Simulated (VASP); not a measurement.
An input for Ansatz (written as the equivalent of a VASP run, and not itself run):

Ansatz 0.2 input:
```yaml
crystal:
  lattice:
    - [-2.0160962, 2.0160962, 4.1676852]
    - [2.0160962, -2.0160962, 4.1676852]
    - [2.0160962, 2.0160962, -4.1676852]
  atoms:
    - { symbol: Al, position: [1.0000000, 1.0000000, 1.0000000] }
    - { symbol: Ga, position: [0.7500000, 0.2500000, 0.5000000] }
    - { symbol: Ga, position: [0.2500000, 0.7500000, 0.5000000] }
    - { symbol: Ga, position: [0.5000000, 0.5000000, 1.0000000] }
kpoints:
  mp_grid: { grid: [10, 10, 10] }
hamiltonian:
  xc: pbesol
  pseudopotentials: { kind: paw }
scf:
  occupations: { method: methfessel_paxton, width: 0.1 }
  max_iter: 100
relax:
  max_steps: 60
  f_tol: 0.02
  cell: {}
output: { forces: true, stress: true, eigenvalues: true }
```

### Question
Write the VASP files for the same calculation (PBEsol).

### Answer
This is not unique; one that fits is 
### KPOINTS
```
Automatic mesh
0
Gamma
10 10 10
0 0 0
```

**POSCAR**
```
AlGa3
1.0
 -2.0160962026   2.0160962026   4.1676851637
  2.0160962026  -2.0160962026   4.1676851637
  2.0160962026   2.0160962026  -4.1676851637
Al Ga
1 3
Cartesian
  2.0160962026   2.0160962026   4.1676851637
  0.0000000000   2.0160962026   2.0838425818
  2.0160962026   0.0000000000   2.0838425818
  2.0160962026   2.0160962026   0.0000000000
```

**INCAR**
```
ALGO = Normal
EDIFF = 1E-6
EDIFFG = -0.02
ENCUT = 400
GGA = PS
IBRION = 2
ISIF = 3
ISMEAR = 1
LASPH = .TRUE.
LCHARG = .FALSE.
LMAXMIX = 4
LREAL = .FALSE.
LWAVE = .FALSE.
NELM = 100
NSW = 60
PREC = Accurate
SIGMA = 0.1
SYSTEM = AlGa3
```

POTCAR, in this order: Al Ga_d (PBE.64 set). Program: vasp_std.

What does not carry over: each code has its own PAW files, so the cut-off isn't converted (ENCUT is set for VASP's; basis.ecutwfc is left out, and Ansatz then takes the one that its files recommend); Ansatz stops its SCF on the density residual and VASP on the energy change (EDIFF).

The structure comes from a computed database's AlGa3 entry (I4/mmm); how it stands against other phases isn't given here. This run relaxes it. Symmetry was kept, so distortions that lower it aren't found. The start is the result of an earlier pass.
